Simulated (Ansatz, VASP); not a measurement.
## Zn (Zinc): VASP beside Ansatz

One calculation is typed for both programs; each brings its own data sets. How far apart do they land? The cell is taken from a series of runs on this material, whose earlier steps may have relaxed, scaled, displaced or heated it; both programs get it as it stands.

Calculated with Ansatz 0.2.0; plane waves, with VASP 6.6.1 beside it; relaxation of cell and atoms at r2SCAN with rVV10.

**1. The starting structure**

The structure is hexagonal, space group P6_3/mmc (No. 194). The conventional cell has a = 2.591 Å, b = 2.591 Å, c = 4.912 Å, α = 90.00°, β = 90.00°, γ = 120.00°. Nearest to Zn lie 12 Zn at 2.59 to 2.88 Å.

Structure file:

```cif
data_structure
_symmetry_space_group_name_H-M 'P6_3/mmc'
_symmetry_Int_Tables_number 194
_cell_length_a 2.5910
_cell_length_b 2.5910
_cell_length_c 4.9117
_cell_angle_alpha 90.000
_cell_angle_beta 90.000
_cell_angle_gamma 120.000
_cell_volume 28.56
loop_
_atom_site_label
_atom_site_type_symbol
_atom_site_symmetry_multiplicity
_atom_site_Wyckoff_symbol
_atom_site_fract_x
_atom_site_fract_y
_atom_site_fract_z
_atom_site_occupancy
Zn1 Zn 2 c 0.33333 0.66667 0.25000 1
```

**2. VASP: relaxation of cell and atoms, r2SCAN with rVV10**

The relaxed volume is the usual yardstick between codes: in a stiff, nearly cubic crystal its relative difference is about their pressure difference at one cell divided by the bulk modulus.

Lines of VASP's logs that name or quote its potential files are left out, and so is its time.

Contents of INCAR:

```
SYSTEM = Zn
PREC = Accurate
ENCUT = 550
EDIFF = 1E-07
NELM = 120
ISMEAR = 1
SIGMA = 0.2
LREAL = .FALSE.
ALGO = Normal
METAGGA = R2SCAN
LUSE_VDW = .TRUE.
IVDW_NL = 2
BPARAM = 11.95
CPARAM = 0.0093
LASPH = .TRUE.
NBANDS = 18
LORBIT = 11
LWAVE = .FALSE.
LCHARG = .FALSE.
ISIF = 3
IBRION = 2
NSW = 80
EDIFFG = -0.005
GGA_COMPAT = .FALSE.
NELMIN = 4
LMIXTAU = .TRUE.
KPAR = 2
```

Contents of POSCAR:

```
Zn
1.0
    2.5910110000      0.0000000000      0.0000000000
   -1.2955060000      2.2438820000      0.0000000000
    0.0000000000      0.0000000000      4.9116840000
Zn
2
Direct
    0.3333333877      0.6666665181      0.2500000000
    0.6666669982      0.3333334819      0.7500000000
```

Contents of KPOINTS:

```
Automatic mesh
0
Gamma
21 21 10
0 0 0
```

PAW data sets: Zn (PBE family, release 64).

Launch:

```sh
mpirun -np 2 vasp_std
```

Numbers of over 12 decimals in the logs are rounded to 6 here.

Log:

```text
[banner, memory and clock lines left out]
running    2 mpi-ranks, on    1 nodes
 distrk:  each k-point on    1 cores,    2 groups
 distr:  one band on    1 cores,    1 groups

 POSCAR found type information on POSCAR Zn
 POSCAR found :  1 types and       2 ions
|                                                                             |
|               ----> ADVICE to this user running VASP <----                  |
|                                                                             |
|     You have switched on vdW-DFT.                                           |
|     This routine was written and supplied by Jiri Klimes. We recommend      |
|     that you carefully read and cite the following publications:            |
|       J. Klimes, D.R. Bowler, A. Michelides                                 |
|          J. Phys.: Cond Matt. 22 022201 (2010)                              |
|       J. Klimes, D.R. Bowler, A. Michelides                                 |
|          Phys. Rev. B. 83, 195131 (2011)                                    |
|     and references therein.                                                 |
|                                                                             |

|                                                                             |
|               ----> ADVICE to this user running VASP <----                  |
|                                                                             |
|     You enforced a specific xc type in the INCAR file but a different       |
|     [... a line on the potential file left out ...]
|     I HOPE YOU KNOW WHAT YOU ARE DOING!                                     |
|                                                                             |

 LDA part: xc-table for (None), standard interpolation
 POSCAR, INCAR and KPOINTS ok, starting setup
 FFT: planning ... GRIDC
 FFT: planning ... GRID_SOFT
 FFT: planning ... GRID
 WAVECAR not read
 entering main loop
       N       E                     dE             d eps       ncg     rms          rms(c)
Total rVV10 correction in eV:      0.6890746    25.3183573
Total rVV10 correction in eV:      0.6890746    25.3183573
DAV:   1     0.937931715644E+02    0.93793E+02   -0.13417E+04 10800   0.230E+03
DAV:   2    -0.152977338825E+02   -0.10909E+03   -0.10592E+03 10406   0.312E+02
DAV:   3    -0.201416289911E+02   -0.48439E+01   -0.48273E+01 11566   0.746E+01
DAV:   4    -0.201694312043E+02   -0.27802E-01   -0.27795E-01 11406   0.571E+00
DAV:   5    -0.201694707501E+02   -0.39546E-04   -0.39545E-04 11206   0.194E-01    0.473E+00
Total rVV10 correction in eV:      0.6765347    25.3183578
Total rVV10 correction in eV:      0.6765347    25.3183578
DAV:   6    -0.176941700074E+02    0.24753E+01   -0.24822E+00 11012   0.332E+01    0.445E+00
Total rVV10 correction in eV:      0.6765138    25.3183578
Total rVV10 correction in eV:      0.6765138    25.3183578
DAV:   7    -0.170601658167E+02    0.63400E+00   -0.20905E-01 11880   0.834E+00    0.234E+00
Total rVV10 correction in eV:      0.6740750    25.3183578
Total rVV10 correction in eV:      0.6740750    25.3183578
DAV:   8    -0.171116180693E+02   -0.51452E-01   -0.99125E-02 10970   0.369E+00    0.353E-01
Total rVV10 correction in eV:      0.6732040    25.3183578
Total rVV10 correction in eV:      0.6732040    25.3183578
DAV:   9    -0.171191775483E+02   -0.75595E-02   -0.38214E-02 10802   0.192E+00    0.191E-01
Total rVV10 correction in eV:      0.6722977    25.3183578
Total rVV10 correction in eV:      0.6722977    25.3183578
DAV:  10    -0.171160053958E+02    0.31722E-02   -0.88461E-03 13212   0.169E+00    0.104E-01
Total rVV10 correction in eV:      0.6725786    25.3183578
Total rVV10 correction in eV:      0.6725786    25.3183578
DAV:  11    -0.171227988857E+02   -0.67935E-02   -0.21644E-02 10642   0.101E+00    0.790E-02
Total rVV10 correction in eV:      0.6725633    25.3183578
Total rVV10 correction in eV:      0.6725633    25.3183578
DAV:  12    -0.171224991145E+02    0.29977E-03   -0.14653E-03 10690   0.379E-01    0.118E-01
Total rVV10 correction in eV:      0.6725900    25.3183578
Total rVV10 correction in eV:      0.6725900    25.3183578
DAV:  13    -0.171230907237E+02   -0.59161E-03   -0.11996E-04 12186   0.182E-01    0.682E-02
Total rVV10 correction in eV:      0.6725698    25.3183578
Total rVV10 correction in eV:      0.6725698    25.3183578
DAV:  14    -0.171251762064E+02   -0.20855E-02   -0.12180E-03 10510   0.307E-01    0.130E-02
Total rVV10 correction in eV:      0.6725783    25.3183578
Total rVV10 correction in eV:      0.6725783    25.3183578
DAV:  15    -0.171252043563E+02   -0.28150E-04   -0.50463E-05 11090   0.608E-02    0.143E-02
[...]
Total rVV10 correction in eV:      0.6740396    25.3183585
Total rVV10 correction in eV:      0.6740396    25.3183585
DAV:   4    -0.171248108339E+02    0.79828E-03   -0.14690E-03 11314   0.382E-01    0.277E-02
Total rVV10 correction in eV:      0.6740289    25.3183585
Total rVV10 correction in eV:      0.6740289    25.3183585
DAV:   5    -0.171251541497E+02   -0.34332E-03   -0.21368E-04 10694   0.136E-01    0.943E-03
Total rVV10 correction in eV:      0.6740269    25.3183585
Total rVV10 correction in eV:      0.6740269    25.3183585
DAV:   6    -0.171251979077E+02   -0.43758E-04   -0.31384E-05 10756   0.411E-02    0.335E-03
[...]
Total rVV10 correction in eV:      0.6731163    25.3183581
DAV:   2    -0.171261383835E+02    0.45014E-02   -0.14463E-02 11194   0.275E+00    0.178E-01
Total rVV10 correction in eV:      0.6731796    25.3183581
Total rVV10 correction in eV:      0.6731796    25.3183581
DAV:   3    -0.171255428757E+02    0.59551E-03   -0.27458E-04 10756   0.250E-01    0.988E-02
Total rVV10 correction in eV:      0.6731602    25.3183581
Total rVV10 correction in eV:      0.6731602    25.3183581
DAV:   4    -0.171252746904E+02    0.26819E-03   -0.47908E-04 11478   0.227E-01    0.154E-02
Total rVV10 correction in eV:      0.6731666    25.3183581
Total rVV10 correction in eV:      0.6731666    25.3183581
DAV:   5    -0.171253307492E+02   -0.56059E-04   -0.72466E-05 10678   0.810E-02    0.496E-03
Total rVV10 correction in eV:      0.6731673    25.3183581
Total rVV10 correction in eV:      0.6731673    25.3183581
DAV:   6    -0.171253334517E+02   -0.27026E-05   -0.11932E-05 10732   0.246E-02    0.157E-03
Total rVV10 correction in eV:      0.6731700    25.3183581
Total rVV10 correction in eV:      0.6731700    25.3183581
DAV:   7    -0.171253207965E+02    0.12655E-04   -0.13276E-06 10682   0.143E-02    0.118E-03
Total rVV10 correction in eV:      0.6731690    25.3183581
Total rVV10 correction in eV:      0.6731690    25.3183581
DAV:   8    -0.171253281628E+02   -0.73663E-05   -0.30578E-07  8896   0.699E-03    0.185E-04
Total rVV10 correction in eV:      0.6731691    25.3183581
Total rVV10 correction in eV:      0.6731691    25.3183581
DAV:   9    -0.171253252831E+02    0.28797E-05   -0.12139E-07  8462   0.277E-03    0.159E-04
Total rVV10 correction in eV:      0.6731687    25.3183581
Total rVV10 correction in eV:      0.6731687    25.3183581
DAV:  10    -0.171253284894E+02   -0.32063E-05   -0.14440E-08  5272   0.168E-03    0.156E-04
Total rVV10 correction in eV:      0.6731688    25.3183581
Total rVV10 correction in eV:      0.6731688    25.3183581
DAV:  11    -0.171253265643E+02    0.19251E-05   -0.41003E-09  5232   0.832E-04    0.343E-05
Total rVV10 correction in eV:      0.6731689    25.3183581
Total rVV10 correction in eV:      0.6731689    25.3183581
DAV:  12    -0.171253267337E+02   -0.16942E-06   -0.25298E-10  5228   0.181E-04    0.120E-05
Total rVV10 correction in eV:      0.6731688    25.3183581
Total rVV10 correction in eV:      0.6731688    25.3183581
DAV:  13    -0.171253266948E+02    0.38935E-07   -0.64012E-11  5232   0.997E-05
Total rVV10 correction in eV:      0.6731689    25.3183581
Total rVV10 correction in eV:      0.6731689    25.3183581
Total rVV10 correction in eV:      0.6731688    25.3183581
Total rVV10 correction in eV:      0.6731688    25.3183581
   3 F= -.17125327E+02 E0= -.17125271E+02  d E =-.117216E-03
 curvature:   0.17 expect dE= 0.234E-04 dE for cont linesearch  0.234E-04
 ZBRENT: interpolating
 opt :   0.7278  next Energy=   -17.125248 (dE=-0.390E-04)
 bond charge predicted
       N       E                     dE             d eps       ncg     rms          rms(c)
Total rVV10 correction in eV:      0.6731608    25.3183581
Total rVV10 correction in eV:      0.6731608    25.3183581
DAV:   1    -0.171269701793E+02   -0.16434E-02   -0.15827E-02 11160   0.244E+00    0.285E-01
Total rVV10 correction in eV:      0.6736571    25.3183583
Total rVV10 correction in eV:      0.6736571    25.3183583
DAV:   2    -0.171254157996E+02    0.15544E-02   -0.41870E-03 11210   0.147E+00    0.975E-02
Total rVV10 correction in eV:      0.6736279    25.3183583
Total rVV10 correction in eV:      0.6736279    25.3183583
DAV:   3    -0.171253299336E+02    0.85866E-04   -0.73430E-05 10720   0.123E-01    0.537E-02
Total rVV10 correction in eV:      0.6736392    25.3183583
Total rVV10 correction in eV:      0.6736392    25.3183583
DAV:   4    -0.171252453655E+02    0.84568E-04   -0.14887E-04 11362   0.124E-01    0.875E-03
Total rVV10 correction in eV:      0.6736357    25.3183583
Total rVV10 correction in eV:      0.6736357    25.3183583
DAV:   5    -0.171252934319E+02   -0.48066E-04   -0.21981E-05 10660   0.441E-02    0.291E-03
Total rVV10 correction in eV:      0.6736352    25.3183583
Total rVV10 correction in eV:      0.6736352    25.3183583
DAV:   6    -0.171253001109E+02   -0.66790E-05   -0.34417E-06 10732   0.135E-02    0.963E-04
Total rVV10 correction in eV:      0.6736336    25.3183583
Total rVV10 correction in eV:      0.6736336    25.3183583
DAV:   7    -0.171253075050E+02   -0.73941E-05   -0.52002E-07 10598   0.873E-03    0.689E-04
Total rVV10 correction in eV:      0.6736343    25.3183583
Total rVV10 correction in eV:      0.6736343    25.3183583
DAV:   8    -0.171253033580E+02    0.41470E-05   -0.12738E-07  8196   0.438E-03    0.128E-04
Total rVV10 correction in eV:      0.6736342    25.3183583
Total rVV10 correction in eV:      0.6736342    25.3183583
DAV:   9    -0.171253050409E+02   -0.16829E-05   -0.37420E-08  5466   0.170E-03    0.909E-05
Total rVV10 correction in eV:      0.6736345    25.3183583
Total rVV10 correction in eV:      0.6736345    25.3183583
DAV:  10    -0.171253037024E+02    0.13385E-05   -0.40689E-09  5230   0.921E-04    0.100E-04
Total rVV10 correction in eV:      0.6736344    25.3183583
Total rVV10 correction in eV:      0.6736344    25.3183583
DAV:  11    -0.171253044919E+02   -0.78950E-06   -0.10738E-09  5226   0.431E-04    0.255E-05
Total rVV10 correction in eV:      0.6736344    25.3183583
Total rVV10 correction in eV:      0.6736344    25.3183583
DAV:  12    -0.171253043582E+02    0.13367E-06   -0.83266E-11  5220   0.123E-04    0.616E-06
Total rVV10 correction in eV:      0.6736344    25.3183583
Total rVV10 correction in eV:      0.6736344    25.3183583
DAV:  13    -0.171253044695E+02   -0.11126E-06   -0.23503E-11  5214   0.677E-05    0.553E-06
Total rVV10 correction in eV:      0.6736344    25.3183583
Total rVV10 correction in eV:      0.6736344    25.3183583
DAV:  14    -0.171253044072E+02    0.62280E-07   -0.46078E-12  5208   0.224E-05
Total rVV10 correction in eV:      0.6736344    25.3183583
Total rVV10 correction in eV:      0.6736344    25.3183583
Total rVV10 correction in eV:      0.6736344    25.3183583
Total rVV10 correction in eV:      0.6736344    25.3183583
   4 F= -.17125304E+02 E0= -.17125245E+02  d E =-.949287E-04
 curvature:  -0.26 expect dE=-0.297E-07 dE for cont linesearch -0.109E-08
 trial: gam= 0.00262 g(F)=  0.533E-43 g(S)=  0.114E-06 ort =-0.171E-05 (trialstep = 0.946E+00)
 search vector abs. value=  0.110E-06
 reached required accuracy - stopping structural energy minimisation
```

From OUTCAR (step 2):

```text
ion  position               nearest neighbor table
   1  0.333  0.667  0.250-   2 2.88   2 2.88   2 2.88   2 2.88   2 2.88   2 2.88
   2  0.667  0.333  0.750-   1 2.88   1 2.88   1 2.88   1 2.88   1 2.88   1 2.88

  LATTYP: Found a hexagonal cell.
 ALAT       =     2.5910110000
 C/A-ratio  =     1.8956631215

 Subroutine GETGRP returns: Found 24 space group operations
 (whereof 12 operations were pure point group operations)

The static configuration has the point symmetry D_3d.
 The point group associated with its full space group is D_6h.

 Found    288 irreducible k-points:

   k-points           NKPTS =    288   k-points in BZ     NKDIM =    288   number of bands    NBANDS=     18

   dimension x,y,z NGX =    20 NGY =   20 NGZ =   40
   dimension x,y,z NGXF=    40 NGYF=   40 NGZF=   80

   ENCUT  =  550.0 eV  40.42 Ry    6.36 a.u.   4.95  4.95  9.39*2*pi/ulx,y,z

   NELECT =      24.0000    total number of electrons

 k-points in reciprocal lattice and weights: Automatic mesh
   0.00000000  0.00000000  0.00000000       0.000
   0.04761905  0.00000000  0.00000000       0.001
   0.09523810  0.00000000  0.00000000       0.001
   0.14285714  0.00000000  0.00000000       0.001
   0.19047619  0.00000000  0.00000000       0.001
   0.23809524  0.00000000  0.00000000       0.001
   0.28571429  0.00000000  0.00000000       0.001
   0.33333333  0.00000000  0.00000000       0.001
   0.38095238  0.00000000  0.00000000       0.001
[...]
0.33333333  0.28571429  0.50000000       0.003
   0.33333333  0.33333333  0.50000000       0.000

 average (electrostatic) potential at core
       1 -42.1618       2 -42.1618

 E-fermi :   3.3923

 k-point     1 :       0.0000    0.0000    0.0000
  band No.  band energies     occupation
    ...
      9      -4.3015      2.00000
     10      -4.0899      2.00000
     11      -4.0899      2.00000
     12      -0.8208      2.00000
     13       0.0693      2.00000
     14      17.5949      0.00000
     15      21.3604      0.00000
     16      23.0742      0.00000
     17      23.0742      0.00000
     18      24.3308      0.00000

 k-point     2 :       0.0476    0.0000    0.0000
  band No.  band energies     occupation
    ...
      9      -4.3086      2.00000
     10      -4.1414      2.00000
     11      -4.0893      2.00000
     12      -0.6934      2.00000
     13       0.1051      2.00000
     14      17.6803      0.00000
     15      21.1158      0.00000
     16      21.6323      0.00000
     17      22.1833      0.00000
     18      23.4720      0.00000

 k-point     3 :       0.0952    0.0000    0.0000
  band No.  band energies     occupation
    ...
      9      -4.3285      2.00000
     10      -4.2592      2.00000
     11      -4.0881      2.00000
     12      -0.3348      2.00000
     13       0.2165      2.00000
     14      17.9323      0.00000
     15      18.8098      0.00000
     16      20.8910      0.00000
     17      21.3934      0.00000
     18      22.6690      0.00000

  Total        0.0000526      0.0000526     -0.0021737     -0.0000000      0.0000000     -0.0000000
  in kB        0.0029378      0.0029378     -0.1213774     -0.0000000      0.0000000     -0.0000000
  external PRESSURE =      -0.0385006 kB  Pullay stress =       0.0000000 kB

  energy-cutoff  :      550.00
  volume of cell :       28.69
      direct lattice vectors                 reciprocal lattice vectors
     2.596338034 -0.000000001  0.000000000     0.385157860  0.222371015  0.000000000
    -1.298169519  2.248495351 -0.000000000     0.000000000  0.444741858  0.000000000
     0.000000000 -0.000000000  4.914983241    -0.000000000  0.000000000  0.203459493

 POSITION                                       TOTAL-FORCE (eV/Angst)
 -----------------------------------------------------------------------------------
     -0.00000      1.49900      1.22875         0.000000      0.000000      0.000000
      1.29817      0.74950      3.68624        -0.000000     -0.000000      0.000000
 -----------------------------------------------------------------------------------
    total drift:                               -0.000061      0.000007     -0.000005

  FREE ENERGIE OF THE ION-ELECTRON SYSTEM (eV)
  ---------------------------------------------------
  free  energy   TOTEN  =       -17.1253044072 eV

  energy  without entropy=      -17.1251272605  energy(sigma->0) =      -17.12524536

 reached required accuracy - stopping structural energy minimisation

 total charge
# of ion       s       p       d       tot
------------------------------------------
    1        0.593   0.507   9.731  10.831
    2        0.593   0.507   9.731  10.831
--------------------------------------------------
tot          1.186   1.014  19.462  21.662

[... 3 further parts left out ...]
```

[end of part 1 of 2]

[Lines on the potential files, build, host, timing and source positions are cut from VASP's logs without a mark.]

[Logs are printed without paths, hosts, clocks, repeated set-up lines and the standing remarks that a program may print on its own settings, such as how far it seeks lower states.]

[Hosts, paths, dates, database ids (printed as entryN), source tags and the programs' standing remarks are cut or masked in the printed files.]
